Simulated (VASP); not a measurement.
Calculation: PBE GGA with D4 dispersion, VASP's PBE PAW potentials (set 64) (plane waves; VASP).

VASP input:

KPOINTS:
```
kpoints
0
gamma
 5 5 4
```

### POSCAR
```
PbO
1
    4.0208635940     0.0000000000     0.0000000000
    0.0000000000     4.0208635940     0.0000000000
    0.0000000000     0.0000000000     5.0384775685
Pb O
2 2
Direct
  0.5000000000   0.0000000000   0.7625474392
  0.0000000000   0.5000000000   0.2374525608
  0.5000000000   0.5000000000   0.0000000000
  0.0000000000   0.0000000000   0.0000000000
```

INCAR:
```
# general
SYSTEM =PbO
PREC   =Accurate
ENCUT  =520
LREAL  =.False.
LASPH  =.True.

# electronic loop
EDIFF  =1E-6
NELM   =100
ALGO   =Normal
LMAXMIX=4

# smearing
ISMEAR =0
SIGMA  =0.05

# functional
GGA    =PE
IVDW   =13

# ions
IBRION =2
NSW    =60
ISIF   =3
EDIFFG =-0.02

# output
LWAVE  =.False.
LCHARG =.False.
```

POTCAR, in this order: Pb_d O (PBE.64 set). Program: vasp_std.

Output of the run:

### OSZICAR
```
       N       E                     dE             d eps       ncg     rms          rms(c)
DAV:   1     0.455080600764E+03    0.45508E+03   -0.20198E+04   864   0.196E+03
DAV:   2     0.351887475345E+02   -0.41989E+03   -0.41325E+03   920   0.497E+02
DAV:   3    -0.240155068103E+02   -0.59204E+02   -0.58453E+02  1128   0.196E+02
DAV:   4    -0.260906803096E+02   -0.20752E+01   -0.20737E+01   928   0.416E+01
DAV:   5    -0.261782630520E+02   -0.87583E-01   -0.87567E-01  1232   0.820E+00    0.124E+01
DAV:   6    -0.216863719275E+02    0.44919E+01   -0.36901E+01  1376   0.457E+01    0.559E+00
DAV:   7    -0.214899551533E+02    0.19642E+00   -0.35175E+00  1144   0.142E+01    0.255E+00
DAV:   8    -0.214965824068E+02   -0.66273E-02   -0.86693E-01  1224   0.671E+00    0.132E+00
DAV:   9    -0.214632502824E+02    0.33332E-01   -0.19415E-01  1376   0.369E+00    0.279E-01
DAV:  10    -0.214653959849E+02   -0.21457E-02   -0.17961E-02  1088   0.856E-01    0.820E-02
DAV:  11    -0.214653732115E+02    0.22773E-04   -0.31340E-03  1408   0.446E-01    0.772E-02
DAV:  12    -0.214653148290E+02    0.58382E-04   -0.31497E-04  1216   0.196E-01    0.412E-02
DAV:  13    -0.214653024621E+02    0.12367E-04   -0.17240E-04  1424   0.970E-02    0.865E-03
DAV:  14    -0.214653008315E+02    0.16306E-05   -0.28411E-05  1200   0.535E-02    0.487E-03
DAV:  15    -0.214653000746E+02    0.75693E-06   -0.64632E-06  1064   0.297E-02
   1 F= -.22553041E+02 E0= -.22553041E+02  d E =-.225530E+02
       N       E                     dE             d eps       ncg     rms          rms(c)
DAV:   1    -0.214673861174E+02   -0.20853E-02   -0.97520E-02   912   0.285E+00    0.215E-01
DAV:   2    -0.214666620354E+02    0.72408E-03   -0.33037E-03  1344   0.806E-01    0.133E-01
DAV:   3    -0.214661591464E+02    0.50289E-03   -0.67822E-04  1224   0.410E-01    0.164E-02
DAV:   4    -0.214661671359E+02   -0.79896E-05   -0.15707E-04  1088   0.117E-01    0.810E-03
DAV:   5    -0.214661656701E+02    0.14659E-05   -0.10302E-05  1072   0.443E-02    0.325E-03
DAV:   6    -0.214661654408E+02    0.22925E-06   -0.10862E-06   560   0.155E-02
   2 F= -.22553592E+02 E0= -.22553592E+02  d E =-.551298E-03
       N       E                     dE             d eps       ncg     rms          rms(c)
DAV:   1    -0.214755596151E+02   -0.93939E-02   -0.64756E-01   912   0.733E+00    0.554E-01
DAV:   2    -0.214707654685E+02    0.47941E-02   -0.22121E-02  1312   0.201E+00    0.343E-01
DAV:   3    -0.214674563370E+02    0.33091E-02   -0.43868E-03  1216   0.103E+00    0.453E-02
DAV:   4    -0.214674976714E+02   -0.41334E-04   -0.99126E-04  1128   0.296E-01    0.208E-02
DAV:   5    -0.214674910090E+02    0.66624E-05   -0.67039E-05  1160   0.112E-01    0.824E-03
DAV:   6    -0.214674906697E+02    0.33931E-06   -0.97625E-06  1272   0.379E-02
   3 F= -.22554157E+02 E0= -.22554157E+02  d E =-.111613E-02
       N       E                     dE             d eps       ncg     rms          rms(c)
DAV:   1    -0.214746324190E+02   -0.71414E-02   -0.45280E-01  1040   0.904E+00    0.654E-01
DAV:   2    -0.214648004622E+02    0.98320E-02   -0.52928E-02  1152   0.217E+00    0.219E-01
DAV:   3    -0.214634381445E+02    0.13623E-02   -0.52167E-03  1208   0.127E+00    0.101E-01
DAV:   4    -0.214632057150E+02    0.23243E-03   -0.13600E-03  1280   0.537E-01    0.326E-02
DAV:   5    -0.214632104645E+02   -0.47495E-05   -0.22215E-04  1344   0.179E-01    0.153E-02
DAV:   6    -0.214632063924E+02    0.40721E-05   -0.43348E-05  1336   0.847E-02    0.343E-03
DAV:   7    -0.214632072150E+02   -0.82263E-06   -0.39058E-06   896   0.163E-02
   4 F= -.22554536E+02 E0= -.22554536E+02  d E =-.379177E-03
       N       E                     dE             d eps       ncg     rms          rms(c)
DAV:   1    -0.214628349319E+02    0.37146E-03   -0.37378E-02  1032   0.260E+00    0.187E-01
DAV:   2    -0.214620226507E+02    0.81228E-03   -0.43146E-03  1136   0.623E-01    0.626E-02
DAV:   3    -0.214619105342E+02    0.11212E-03   -0.42447E-04  1184   0.366E-01    0.287E-02
DAV:   4    -0.214618931783E+02    0.17356E-04   -0.11089E-04  1296   0.155E-01    0.935E-03
DAV:   5    -0.214618953024E+02   -0.21241E-05   -0.18844E-05  1344   0.523E-02    0.454E-03
DAV:   6    -0.214618950265E+02    0.27594E-06   -0.29588E-06   592   0.246E-02
   5 F= -.22554565E+02 E0= -.22554565E+02  d E =-.407570E-03
       N       E                     dE             d eps       ncg     rms          rms(c)
DAV:   1    -0.214618638182E+02    0.31484E-04   -0.12223E-01  1336   0.297E+00    0.201E-01
DAV:   2    -0.214609413362E+02    0.92248E-03   -0.47340E-03  1144   0.670E-01    0.726E-02
DAV:   3    -0.214607978953E+02    0.14344E-03   -0.51887E-04  1216   0.391E-01    0.347E-02
DAV:   4    -0.214607706868E+02    0.27209E-04   -0.13993E-04  1312   0.168E-01    0.114E-02
DAV:   5    -0.214607722903E+02   -0.16036E-05   -0.25982E-05  1304   0.626E-02    0.481E-03
DAV:   6    -0.214607718244E+02    0.46596E-06   -0.37904E-06   656   0.256E-02
   6 F= -.22554827E+02 E0= -.22554827E+02  d E =-.261957E-03
       N       E                     dE             d eps       ncg     rms          rms(c)
DAV:   1    -0.214669245692E+02   -0.61523E-02   -0.10913E+00  1336   0.879E+00    0.604E-01
DAV:   2    -0.214586382376E+02    0.82863E-02   -0.42793E-02  1144   0.200E+00    0.219E-01
DAV:   3    -0.214573488463E+02    0.12894E-02   -0.46862E-03  1224   0.117E+00    0.105E-01
DAV:   4    -0.214570896106E+02    0.25924E-03   -0.12648E-03  1304   0.502E-01    0.343E-02
DAV:   5    -0.214570891499E+02    0.46074E-06   -0.23123E-04  1296   0.185E-01    0.143E-02
DAV:   6    -0.214570855487E+02    0.36012E-05   -0.39556E-05  1288   0.752E-02    0.360E-03
DAV:   7    -0.214570863158E+02   -0.76707E-06   -0.36133E-06   864   0.154E-02
   7 F= -.22555319E+02 E0= -.22555319E+02  d E =-.754551E-03
```

File OUTCAR:
```
------------------------ aborting loop because EDIFF is reached ----------------------------------------
  Edisp (eV):   -1.09823
  FORCE on cell =-STRESS in cart. coord.  units (eV):
  Direction    XX          YY          ZZ          XY          YZ          ZX
  --------------------------------------------------------------------------------------
  Total      -0.00308    -0.00308    -0.00321     0.00000     0.00000     0.00000
  in kB      -0.06115    -0.06115    -0.06365     0.00000     0.00000     0.00000
  external pressure =       -0.06 kB  Pullay stress =        0.00 kB
  volume of cell :       80.68
      direct lattice vectors                 reciprocal lattice vectors
     4.037951163  0.000000000  0.000000000     0.247650345  0.000000000  0.000000000
     0.000000000  4.037951163 -0.000000000     0.000000000  0.247650345  0.000000000
     0.000000000 -0.000000000  4.947984104     0.000000000  0.000000000  0.202102509
 POSITION                                       TOTAL-FORCE (eV/Angst)
 -----------------------------------------------------------------------------------
      2.01898     -0.00000      3.76141         0.000000      0.000000     -0.017522
      0.00000      2.01898      1.18658        -0.000000     -0.000000      0.017522
      2.01898      2.01898     -0.00000        -0.000000     -0.000000      0.000000
      0.00000      0.00000      0.00000        -0.000000      0.000000      0.000000
 -----------------------------------------------------------------------------------
    total drift:                                0.000000      0.000000      0.000000
  FREE ENERGIE OF THE ION-ELECTRON SYSTEM (eV)
  ---------------------------------------------------
  free  energy   TOTEN  =       -22.5553192951 eV

  energy  without entropy=      -22.5553192951  energy(sigma->0) =      -22.55531930

 reached required accuracy - stopping structural energy minimisation
```
(Selected blocks of OUTCAR.)

### CONTCAR
```
PbO
   1.00000000000000
     4.0379511634723819    0.0000000000000000    0.0000000000000000
     0.0000000000000000    4.0379511634723819   -0.0000000000000000
     0.0000000000000000   -0.0000000000000000    4.9479841039516232
  Pb              O
     2     2
Direct
     0.5000000000000000    0.0000000000000000    0.7601900040988100
     0.0000000000000000    0.5000000000000000    0.2398099959011901
     0.5000000000000000    0.5000000000000000    0.0000000000000000
     0.0000000000000000    0.0000000000000000    0.0000000000000000
```

The compound is PbO in the litharge structure. This run relaxes it. Symmetry was kept, so distortions that lower it aren't found. The start is the result of an earlier pass.
